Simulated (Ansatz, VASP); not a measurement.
# VBiO4 (Dreyerite) in two plane-wave programs, part 2 of 2

Aim: how closely do two programs agree when they are given the same cell, functional and k mesh? The cell is taken from a series of runs on this material, whose earlier steps may have relaxed, scaled, displaced or heated it; both programs get it as it stands.

VASP 6.6.1 and Ansatz 0.2.0.

So far: The structure; Ansatz: G0W0 gap, r2SCAN.

## 3. VASP: G0W0 gap, r2SCAN

Level of this step: G0W0 on r2SCAN, no spin polarisation; plane waves and PAW (V_sv_GW, Bi_d_GW, O_GW) (VASP).

The same cell, functional and mesh now go to VASP, with its own data sets.

Lines of VASP's logs that name or quote its potential files are left out, and so is its time.

The run reads the wave functions of an earlier VASP run, which isn't shown here.

Contents of INCAR:

```
SYSTEM = VBiO4
PREC = Accurate
ENCUT = 440
ISMEAR = 0
SIGMA = 0.01
LREAL = .FALSE.
METAGGA = R2SCAN
LASPH = .TRUE.
NBANDS = 501
ALGO = EVGW0
NELMGW = 1
ENCUTGW = 108
NOMEGA = 64
PRECFOCK = Fast
NBANDSGW = 62
LWAVE = .FALSE.
LCHARG = .FALSE.
```

Contents of POSCAR:

```
VBiO4
1.0
   -3.6515000000      3.6515000000      3.2920000000
    3.6515000000     -3.6515000000      3.2920000000
    3.6515000000      3.6515000000     -3.2920000000
V Bi O
2 2 8
Direct
    0.5000000000      0.5000000000      0.0000000000
    0.2500000000      0.7500000000      0.5000000000
    0.7500000000      0.2500000000      0.5000000000
    0.0000000000      0.0000000000      0.0000000000
    0.1520625340      0.3328889632      0.8191735708
    0.0828889632      0.7637153925      0.6808264292
    0.5137153925      0.3328889632      0.1808264292
    0.0828889632      0.4020625340      0.3191735708
    0.5979374660      0.9171110368      0.6808264292
    0.6671110368      0.8479374660      0.1808264292
    0.2362846075      0.9171110368      0.3191735708
    0.6671110368      0.4862846075      0.8191735708
```

Contents of KPOINTS:

```
Automatic mesh
0
Gamma
2 2 2
0 0 0
```

PAW data sets: V_sv_GW, Bi_d_GW and O_GW (PBE family, release 64).

Launch:

```sh
$ export OMP_NUM_THREADS=3
$ mpirun -np 1 vasp_std
```

Numbers of over 12 decimals in the logs are rounded to 6 here.

What it wrote:

```text
[banner, memory and clock lines left out]
running    1 mpi-ranks, on    1 nodes
 distrk:  each k-point on    1 cores,    1 groups
 distr:  one band on    1 cores,    1 groups
 Offloading initialized ...    1 GPUs detected
 POSCAR found type information on POSCAR V BiO
 POSCAR found :  3 types and      12 ions
|                                                                             |
|               ----> ADVICE to this user running VASP <----                  |
|                                                                             |
|     You enforced a specific xc type in the INCAR file but a different       |
|     [... a line on the potential file left out ...]
|     I HOPE YOU KNOW WHAT YOU ARE DOING!                                     |
|                                                                             |

|                                                                             |
|           W    W    AA    RRRRR   N    N  II  N    N   GGGG   !!!           |
|           W    W   A  A   R    R  NN   N  II  NN   N  G    G  !!!           |
|           W    W  A    A  R    R  N N  N  II  N N  N  G       !!!           |
|           W WW W  AAAAAA  RRRRR   N  N N  II  N  N N  G  GGG   !            |
|           WW  WW  A    A  R   R   N   NN  II  N   NN  G    G                |
|           W    W  A    A  R    R  N    N  II  N    N   GGGG   !!!           |
|                                                                             |
|     The default for ENCUTGWSOFT is different in this version of VASP.       |
|     please manually set ENCUTGWSOFT =108 in the INCAR file.                 |
|                                                                             |

 LDA part: xc-table for (None), standard interpolation
 found WAVECAR, reading the header
 POSCAR, INCAR and KPOINTS ok, starting setup
 FFT: planning ... GRIDC
 FFT: planning ... GRID_SOFT
 FFT: planning ... GRID
 reading WAVECAR
 the WAVECAR file was read successfully
 initial charge from wavefunction
 available memory per node:   1649.11 GB, setting MAXMEM to   1688684

 The Fermi energy was updated, please check that it is located mid-gap
 values below the HOMO (VB) or above the LUMO (CB) will cause erroneous energies
 E-fermi :   2.6770

 calculate exact exchange contribution
 the WAVEDER file was read successfully
|                                                                             |
|           W    W    AA    RRRRR   N    N  II  N    N   GGGG   !!!           |
|           W    W   A  A   R    R  NN   N  II  NN   N  G    G  !!!           |
|           W    W  A    A  R    R  N N  N  II  N N  N  G       !!!           |
|           W WW W  AAAAAA  RRRRR   N  N N  II  N  N N  G  GGG   !            |
|           WW  WW  A    A  R   R   N   NN  II  N   NN  G    G                |
|           W    W  A    A  R    R  N    N  II  N    N   GGGG   !!!           |
|                                                                             |
|     Automatic setting of frequency mesh for GW failed. Frequency mesh       |
|     properly not suitable for determining QP energies. Consider             |
|     increasing number of kpoints.                                           |
|                                                                             |

energies w=
    0.000    0.000    1.639    0.000    3.275    0.000    4.904    0.000
    6.524    0.000    8.130    0.000    9.722    0.000   11.297    0.000
   12.853    0.000   14.390    0.000   15.907    0.000   17.404    0.000
   18.881    0.000   20.339    0.000   21.778    0.000   23.201    0.000
   24.608    0.000   26.002    0.000   27.384    0.000   28.757    0.000
   30.123    0.000   31.483    0.000   32.842    0.000   34.202    0.000
   35.564    0.000   36.934    0.000   38.313    0.000   39.705    0.000
   41.115    0.000   42.544    0.000   43.999    0.000   45.482    0.000
   47.000    0.000   48.557    0.000   50.159    0.000   51.813    0.000
   53.526    0.000   55.304    0.000   57.159    0.000   59.099    0.000
   61.136    0.000   63.283    0.000   65.554    0.000   67.968    0.000
   70.544    0.000   73.307    0.000   76.283    0.000   79.506    0.000
   83.015    0.000   86.858    0.000   91.094    0.000   95.794    0.000
  101.048    0.000  106.967    0.000  113.697    0.000  121.423    0.000
  130.393    0.000  140.939    0.000  153.520    0.000  168.792    0.000
  187.714    0.000  211.761    0.000  243.313    0.000  286.484    0.000
 responsefunction array rank=     464
 LDA part: xc-table for (None), standard interpolation

 min. memory requirement per mpi rank    876.0 MB, per node    876.0 MB

 allocating  64 responsefunctions rank=   464
 shmem allocating  64 responsefunctions rank=   464
 response function shared by NCSHMEM nodes    1
 Doing            64  frequencies on each core in blocks of            64
NQ=   1    0.0000    0.0000    0.0000,
|.........|.........|.........|.........|.........|.........|.........|.........
 performed        634000 updates of chi_q(r,r)
 total number of BLAS operations       1023.66 Gflops
NQ=   2    0.5000    0.0000    0.0000,
|.........|.........|.........|.........|.........|.........|.........|.........
 performed       1517000 updates of chi_q(r,r)
 total number of BLAS operations       2416.54 Gflops
NQ=   3    0.5000    0.5000    0.0000,
|.........|.........|.........|.........|.........|.........|.........|.........
 performed       2275000 updates of chi_q(r,r)
 total number of BLAS operations       3723.73 Gflops
NQ=   4    0.5000    0.5000    0.5000,
|.........|.........|.........|.........|.........|.........|.........|.........
 performed       2909000 updates of chi_q(r,r)
 total number of BLAS operations       4788.84 Gflops
 resolving degeneracies of screened two electron integrals

 calculate QP shifts <psi_nk| G(iteration)W_0 |psi_nk>: iteration 1
 entering main loop
```

From OUTCAR (step 3):

```text
ion  position               nearest neighbor table
   1  0.500  0.500  0.000-   5 1.72  10 1.72   7 1.72  12 1.72
   2  0.250  0.750  0.500-   8 1.72   9 1.72   6 1.72  11 1.72
   3  0.750  0.250  0.500-   7 2.39  12 2.39  10 2.39   5 2.39   8 2.56   9 2.56   6 2.56  11 2.56

  LATTYP: Found a body centered tetragonal cell.
 ALAT       =     7.3030000000
 C/A-ratio  =     0.9015473093

 Subroutine GETGRP returns: Found 16 space group operations
 (whereof  8 operations were pure point group operations)

The static configuration has the point symmetry D_2d.
 The point group associated with its full space group is D_4h.

 Found      4 irreducible k-points:

   k-points           NKPTS =      4   k-points in BZ     NKDIM =      8   number of bands    NBANDS=    501

   dimension x,y,z NGX =    42 NGY =   42 NGZ =   42
   dimension x,y,z NGXF=    84 NGYF=   84 NGZF=   84

   ENCUT  =  440.0 eV  32.34 Ry    5.69 a.u.  10.47 10.47 10.47*2*pi/ulx,y,z

   NELECT =     108.0000    total number of electrons

  energy-cutoff  :      440.00
  volume of cell :      175.57
      direct lattice vectors                 reciprocal lattice vectors
    -3.651500000  3.651500000  3.292000000     0.000000000  0.136930029  0.151883354
     3.651500000 -3.651500000  3.292000000     0.136930029  0.000000000  0.151883354
     3.651500000  3.651500000 -3.292000000     0.136930029  0.136930029  0.000000000

 k-points in reciprocal lattice and weights: Automatic mesh
   0.00000000  0.00000000  0.00000000       0.125
   0.50000000  0.00000000  0.00000000       0.500
   0.50000000  0.50000000  0.00000000       0.250
   0.50000000  0.50000000  0.50000000       0.125

 E-fermi :   2.6770

 QP shifts <psi_nk| G(iteration)W_0 |psi_nk>: iteration 1
 for sc-GW calculations column KS-energies equals QP-energies in previous step
 and V_xc(KS)=  KS-energies - (<T + V_ion + V_H > + <T+V_H+V_ion>^1  + <V_x>^1)
 k-point   1 :       0.0000    0.0000    0.0000
  band No.  KS-energies  QP-energies   sigma(KS)   V_xc(KS)     V^pw_x(r,r')   Z            occupation Imag(sigma)
    ...
     51       0.4323       0.0451     -19.9093     -19.4003     -24.3028       0.7608       2.0000       0.7831
     52       0.5988       0.3108     -20.2344     -19.8571     -24.4357       0.7633       2.0000       0.7344
     53       0.5988       0.3108     -20.2344     -19.8571     -24.4357       0.7633       2.0000       0.7344
     54       0.8294       0.4995     -20.2793     -19.8455     -24.6158       0.7603       2.0000       0.7491
     55       4.6261       6.4378     -18.4867     -20.8869     -13.2268       0.7548       0.0000      -0.7706
     56       5.1641       7.0973     -19.4485     -22.0421     -14.5073       0.7454       0.0000      -0.7909
     57       5.1949       7.0968     -19.3656     -21.9025     -14.2810       0.7497       0.0000      -0.8062
     58       5.2012       6.7648     -16.7136     -18.7273     -12.0712       0.7765       0.0000      -0.6595
    ...

 k-point   2 :       0.5000    0.0000    0.0000
  band No.  KS-energies  QP-energies   sigma(KS)   V_xc(KS)     V^pw_x(r,r')   Z            occupation Imag(sigma)
    ...
     51       0.2837      -0.1454     -19.5648     -19.0016     -23.8950       0.7620       2.0000       0.7869
     52       0.5238       0.2902     -20.0296     -19.7269     -23.4320       0.7719       2.0000       0.6386
     53       0.6799       0.3268     -20.1213     -19.6573     -24.4681       0.7610       2.0000       0.7599
     54       1.1008       0.8929     -19.7622     -19.4956     -22.8680       0.7797       2.0000       0.5726
     55       4.2532       5.9057     -17.7183     -19.8791     -12.5176       0.7648       0.0000      -0.7149
     56       4.7749       6.4774     -17.9150     -20.1471     -12.8087       0.7627       0.0000      -0.7469
     57       4.8476       6.6724     -18.6452     -21.0675     -13.5818       0.7533       0.0000      -0.7605
     58       5.0180       6.8904     -18.9941     -21.4887     -14.0854       0.7506       0.0000      -0.7622
    ...

 k-point   3 :       0.5000    0.5000    0.0000
  band No.  KS-energies  QP-energies   sigma(KS)   V_xc(KS)     V^pw_x(r,r')   Z            occupation Imag(sigma)
    ...
     51       0.5105       0.1402     -19.9519     -19.4656     -24.2882       0.7615       2.0000       0.7687
     52       0.5105       0.1402     -19.9519     -19.4656     -24.2882       0.7615       2.0000       0.7687
     53       0.7366       0.5126     -19.9238     -19.6343     -23.2800       0.7739       2.0000       0.6217
     54       0.7366       0.5126     -19.9238     -19.6343     -23.2800       0.7739       2.0000       0.6217
     55       4.8018       6.5769     -18.4468     -20.7872     -13.5698       0.7584       0.0000      -0.7288
     56       4.8018       6.5769     -18.4468     -20.7872     -13.5698       0.7584       0.0000      -0.7288
     57       5.1073       7.0053     -19.2471     -21.7781     -14.1350       0.7499       0.0000      -0.7986
     58       5.1073       7.0053     -19.2471     -21.7781     -14.1350       0.7499       0.0000      -0.7986
    ...

 k-point   4 :       0.5000    0.5000    0.5000
  band No.  KS-energies  QP-energies   sigma(KS)   V_xc(KS)     V^pw_x(r,r')   Z            occupation Imag(sigma)
    ...
     51       0.3461       0.0222     -19.9545     -19.5305     -24.1641       0.7641       2.0000       0.7495
     52       0.3461       0.0222     -19.9545     -19.5305     -24.1641       0.7641       2.0000       0.7495
     53       0.5717       0.3911     -19.8340     -19.6033     -22.4182       0.7832       2.0000       0.5278
     54       0.5717       0.3911     -19.8340     -19.6033     -22.4182       0.7832       2.0000       0.5278
     55       4.9650       6.6772     -18.1698     -20.4134     -13.4046       0.7632       0.0000      -0.7153
     56       4.9650       6.6772     -18.1698     -20.4134     -13.4046       0.7632       0.0000      -0.7153
     57       5.0754       6.5221     -16.0405     -17.8655     -11.7433       0.7927       0.0000      -0.5716
     58       5.0754       6.5221     -16.0405     -17.8655     -11.7433       0.7927       0.0000      -0.5716
    ...
```

This run has no spin polarisation, so a moment on V, if there is one, isn't seen. The PAW data sets were made with PBE, which is usual practice but a small mismatch for other functionals.

## 4. Differences

Known differences besides the potentials themselves: VASP keeps PBE cores, Ansatz makes them for the functional; fixed occupations in Ansatz, narrow Gaussian smearing in VASP; the data sets hold 104 valence electrons in Ansatz (on its PAW soft_1 files) and 108 in VASP; the cutoff is 500 eV in Ansatz and 440 eV in VASP; Ansatz integrates over frequency by contour deformation, VASP on a grid of NOMEGA points; Ansatz's G0W0 levels solve the quasiparticle equation, VASP's are linearised. Total energies have different zeros and are not compared.

The two programs side by side:

| quantity | Ansatz | VASP | difference |
| --- | --- | --- | --- |
| G0W0 gap on the mesh (eV) | 4.41 | 5.01 | -0.61 |
| Kohn-Sham gap under it (eV) | 3.17 | 3.15 | +0.02 |

VASP's log warns that its frequency grid doesn't suit quasiparticle energies on this mesh.

## 5. Results

* difference in G0W0 gap on the mesh (G0W0 gap, r2SCAN): -0.61 eV

**Reading.** The difference in G0W0 gap on the mesh is -0.61 eV (G0W0 gap, r2SCAN). The data sets hold unlike numbers of valence electrons (104 in Ansatz and 108 in VASP), so part of the differences comes from the potentials. Part of the difference in the G0W0 gap can come from VASP's linearised levels. Such differences can come from data sets, numerical settings and the points named under the comparisons, not from the functional's error against experiment.

[Lines on the potential files, build, host, timing and source positions are cut from VASP's logs without a mark.]

[Logs are printed without paths, hosts, clocks, repeated set-up lines and the standing remarks that a program may print on its own settings, such as how far it seeks lower states.]

[Hosts, paths, dates, database ids (printed as entryN), source tags and the programs' standing remarks are cut or masked in the printed files.]
